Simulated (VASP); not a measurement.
Method: PBEsol GGA, VASP's PBE PAW potentials (set 64) (plane waves; VASP).

VASP ran on this input.

File KPOINTS:
```
K-points
0
Gamma
 9 9 8
0 0 0
```

File POSCAR:
```
LaGa2
1
    4.3092000000     0.0000000000     0.0000000000
   -2.1546000000     3.7318770000     0.0000000000
    0.0000000000     0.0000000000     4.4251000000
La Ga
1 2
Direct
  0.0000000000   0.0000000000   0.0000000000
  0.6666670000   0.3333330000   0.5000000000
  0.3333330000   0.6666670000   0.5000000000
```

### INCAR
```
LMAXMIX=6
GGA=PS   # PBEsol
LASPH=T   # aspherical one-centre terms
LREAL=F   # projection in real space or not
ENCUT=300
ALGO=Normal   # blocked Davidson
EDIFF=1E-6   # SCF stop (eV)
LWAVE=F
LCHARG=F
ISIF=2   # forces and stress, cell fixed
SYSTEM=LaGa2
NELM=100
SIGMA=0.1   # width (eV)
PREC=Accurate
ISMEAR=0
```

POTCAR, in this order: La Ga_d (PBE.64 set). Program: vasp_std.

At this cut-off the stress carries a Pulay error, which pulls relaxed volumes low.

### Question
What does the run give for the energy per atom (σ→0), pressure, band gap (on the k-mesh)?

### Answer

```
Quantity                                                    Result
------------------------  ----------------------------------------
energy per atom (σ→0)                       -457.0 kJ/mol of atoms
band gap (on the k-mesh)  none (metal, semimetal or under 0.01 eV)
pressure                                                 -2.07 GPa
```

OSZICAR:
```
...
DAV:   8    -0.142133631643E+02    0.14992E-02   -0.14039E-02  4054   0.132E+00    0.125E-01
DAV:   9    -0.142135531982E+02   -0.19003E-03   -0.23907E-03  4594   0.428E-01    0.434E-02
DAV:  10    -0.142135909710E+02   -0.37773E-04   -0.23819E-04  4304   0.138E-01    0.316E-02
DAV:  11    -0.142136163886E+02   -0.25418E-04   -0.21151E-04  4492   0.964E-02    0.925E-03
DAV:  12    -0.142136170603E+02   -0.67173E-06   -0.15866E-05  4090   0.333E-02    0.676E-03
DAV:  13    -0.142136162601E+02    0.80016E-06   -0.27119E-05  4642   0.333E-02    0.441E-03
DAV:  14    -0.142136164614E+02   -0.20126E-06   -0.42170E-06  3802   0.169E-02
   1 F= -.14213616E+02 E0= -.14210003E+02  d E =-.722597E-02
```

The structure comes from a measured LaGa2 entry (P6/mmm) of the Crystallography Open Database, whose conditions weren't checked. The cell was not relaxed at this level. The run is one of a series of settings (GGA = PS, POTCAR La Ga_d (PBE.64 set) against the base run), some of them coarse on purpose. The electron count is odd and the run is not spin-polarised, which forces a metal.
